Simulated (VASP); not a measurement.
All values below come from LDA (Ceperley-Alder, Perdew-Zunger), VASP's LDA PAW potentials (set 64) (plane waves; VASP).

Input for VASP

**INCAR**
```
SYSTEM = C
PREC = Accurate
ENCUT = 520
EDIFF = 1E-6
NELM = 100
ALGO = Normal
LREAL = .FALSE.
LASPH = .TRUE.
ISMEAR = 0
SIGMA = 0.05
LWAVE = .FALSE.
LCHARG = .FALSE.
IBRION = 2
ISIF = 3
NSW = 60
EDIFFG = -0.01
```

### POSCAR
```
C
1.0
  2.4680300000   0.0000000000   0.0000000000
 -1.2340150000   2.1373770000   0.0000000000
  0.0000000000   0.0000000000  19.9982900000
C
2
direct
  0.6666670000   0.3333330000   0.0000000000
  0.3333330000   0.6666670000   0.0000000000
```

File KPOINTS:
```
Automatic mesh
0
Gamma
11 11 2
0 0 0
```

POTCAR, in this order: C (LDA.64 set). Program: vasp_std.

What VASP printed:

OSZICAR:
```
       N       E                     dE             d eps       ncg     rms          rms(c)
DAV:   1     0.412019774005E+02    0.41202E+02   -0.32853E+03   544   0.725E+02
DAV:   2    -0.179157064224E+02   -0.59118E+02   -0.52219E+02   704   0.125E+02
DAV:   3    -0.215720331807E+02   -0.36563E+01   -0.36563E+01   736   0.454E+01
DAV:   4    -0.215958760105E+02   -0.23843E-01   -0.23843E-01   808   0.394E+00
DAV:   5    -0.215959191047E+02   -0.43094E-04   -0.43094E-04   776   0.164E-01    0.645E+00
DAV:   6    -0.205545997020E+02    0.10413E+01   -0.10759E+00   616   0.733E+00    0.368E+00
DAV:   7    -0.201766015477E+02    0.37800E+00   -0.13252E+00   880   0.798E+00    0.947E-01
DAV:   8    -0.201680683185E+02    0.85332E-02   -0.17579E-02   768   0.121E+00    0.178E-01
DAV:   9    -0.201673120225E+02    0.75630E-03   -0.58426E-04   728   0.174E-01    0.109E-01
DAV:  10    -0.201650366342E+02    0.22754E-02   -0.51372E-03   768   0.361E-01    0.902E-02
DAV:  11    -0.201652289702E+02   -0.19234E-03   -0.10622E-04   680   0.644E-02    0.435E-02
DAV:  12    -0.201662353046E+02   -0.10063E-02   -0.26771E-04   648   0.101E-01    0.306E-02
DAV:  13    -0.201669563024E+02   -0.72100E-03   -0.13896E-04   608   0.534E-02    0.798E-03
DAV:  14    -0.201671002477E+02   -0.14395E-03   -0.17178E-05   712   0.248E-02    0.717E-03
DAV:  15    -0.201671760129E+02   -0.75765E-04   -0.61972E-06   592   0.110E-02    0.275E-03
DAV:  16    -0.201671827964E+02   -0.67835E-05   -0.52725E-07   768   0.494E-03    0.185E-03
DAV:  17    -0.201671885510E+02   -0.57546E-05   -0.21515E-07   672   0.236E-03    0.145E-03
DAV:  18    -0.201671905968E+02   -0.20459E-05   -0.16070E-08   640   0.593E-04    0.667E-04
DAV:  19    -0.201671923134E+02   -0.17166E-05   -0.12819E-08   616   0.603E-04    0.462E-04
DAV:  20    -0.201671927553E+02   -0.44190E-06   -0.37096E-09   672   0.295E-04
   1 F= -.20167193E+02 E0= -.20167193E+02  d E =-.201672E+02
       N       E                     dE             d eps       ncg     rms          rms(c)
DAV:   1    -0.201393711023E+02    0.27821E-01   -0.18630E+00   544   0.147E+01    0.929E-01
DAV:   2    -0.201270311600E+02    0.12340E-01   -0.20036E-02   672   0.140E+00    0.609E-01
DAV:   3    -0.201191816804E+02    0.78495E-02   -0.11882E-02   592   0.860E-01    0.962E-02
DAV:   4    -0.201192027758E+02   -0.21095E-04   -0.25347E-04   728   0.136E-01    0.407E-02
DAV:   5    -0.201192262483E+02   -0.23473E-04   -0.37882E-05   632   0.444E-02    0.201E-02
DAV:   6    -0.201192411473E+02   -0.14899E-04   -0.78178E-07   656   0.731E-03    0.131E-02
DAV:   7    -0.201193599538E+02   -0.11881E-03   -0.35859E-05   592   0.306E-02    0.519E-03
DAV:   8    -0.201193911259E+02   -0.31172E-04   -0.16989E-06   640   0.777E-03    0.530E-03
DAV:   9    -0.201194136404E+02   -0.22514E-04   -0.11842E-06   624   0.745E-03    0.128E-03
DAV:  10    -0.201194308520E+02   -0.17212E-04   -0.74303E-07   624   0.356E-03    0.106E-03
DAV:  11    -0.201194331445E+02   -0.22924E-05   -0.22016E-08   704   0.663E-04    0.565E-04
DAV:  12    -0.201194367996E+02   -0.36551E-05   -0.22266E-07   560   0.171E-03    0.206E-04
DAV:  13    -0.201194371893E+02   -0.38979E-06   -0.93009E-09   672   0.417E-04
   2 F= -.20119437E+02 E0= -.20119437E+02  d E =0.477556E-01
       N       E                     dE             d eps       ncg     rms          rms(c)
DAV:   1    -0.201870049819E+02   -0.67568E-01   -0.90078E-01   528   0.101E+01    0.649E-01
DAV:   2    -0.201809875655E+02    0.60174E-02   -0.10410E-02   688   0.100E+00    0.428E-01
DAV:   3    -0.201771024152E+02    0.38852E-02   -0.57226E-03   696   0.593E-01    0.784E-02
DAV:   4    -0.201771350429E+02   -0.32628E-04   -0.11971E-04   704   0.943E-02    0.291E-02
DAV:   5    -0.201772260512E+02   -0.91008E-04   -0.37829E-05   696   0.355E-02    0.133E-02
DAV:   6    -0.201772318035E+02   -0.57522E-05   -0.37801E-07   680   0.480E-03    0.772E-03
DAV:   7    -0.201772750875E+02   -0.43284E-04   -0.25668E-05   672   0.225E-02    0.319E-03
DAV:   8    -0.201772802734E+02   -0.51859E-05   -0.83567E-07   672   0.555E-03    0.206E-03
DAV:   9    -0.201772834227E+02   -0.31493E-05   -0.60056E-07   624   0.442E-03    0.168E-03
DAV:  10    -0.201772842422E+02   -0.81946E-06   -0.22979E-07   688   0.301E-03
   3 F= -.20177284E+02 E0= -.20177284E+02  d E =-.100915E-01
       N       E                     dE             d eps       ncg     rms          rms(c)
DAV:   1    -0.201772906947E+02   -0.72720E-05   -0.73085E-05   656   0.908E-02    0.596E-03
DAV:   2    -0.201772902321E+02    0.46261E-06   -0.71217E-07   776   0.790E-03
   4 F= -.20177290E+02 E0= -.20177290E+02  d E =-.100975E-01
```

OUTCAR:
```
------------------------ aborting loop because EDIFF is reached ----------------------------------------
  FORCE on cell =-STRESS in cart. coord.  units (eV):
  Direction    XX          YY          ZZ          XY          YZ          ZX
  --------------------------------------------------------------------------------------
  Total       -0.0036837     -0.0036837     -0.0100932     -0.0000000     -0.0000000      0.0000000
  in kB       -0.0569170     -0.0569171     -0.1559517     -0.0000000     -0.0000000      0.0000000
  external PRESSURE =      -0.0899286 kB  Pullay stress =       0.0000000 kB
  volume of cell :      103.69
      direct lattice vectors                 reciprocal lattice vectors
     2.446996367  0.000000000 -0.000000000     0.408664276  0.235942395 -0.000000000
    -1.223498184  2.119161332  0.000000000    -0.000000000  0.471884790  0.000000000
     0.000000000  0.000000000 19.996329711     0.000000000  0.000000000  0.050009177
 POSITION                                       TOTAL-FORCE (eV/Angst)
 -----------------------------------------------------------------------------------
      1.22350      0.70639     -0.00000         0.000000      0.000000      0.000000
     -0.00000      1.41277     19.99633        -0.000000     -0.000000      0.000000
 -----------------------------------------------------------------------------------
    total drift:                                0.000000     -0.000000      0.000000
  FREE ENERGIE OF THE ION-ELECTRON SYSTEM (eV)
  ---------------------------------------------------
  free  energy   TOTEN  =       -20.1772902321 eV

  energy  without entropy=      -20.1772902321  energy(sigma->0) =      -20.17729023

 reached required accuracy - stopping structural energy minimisation
```
(Selected blocks of OUTCAR.)

CONTCAR:
```
C
   1.00000000000000
     2.4469963673784894    0.0000000000000000   -0.0000000000000000
    -1.2234981836892447    2.1191613315653828    0.0000000000000000
     0.0000000000000000    0.0000000000000000   19.9963297107474247
  C
     2
Direct
     0.6666669999999968    0.3333330000000032    0.0000000000000000
     0.3333330000000032    0.6666669999999968    1.0000000000000000
```

The cell holds a wide vacuum, so values per volume refer to the whole cell.

The cell is a sheet with vacuum, built from a database entry that may be metastable or hypothetical.
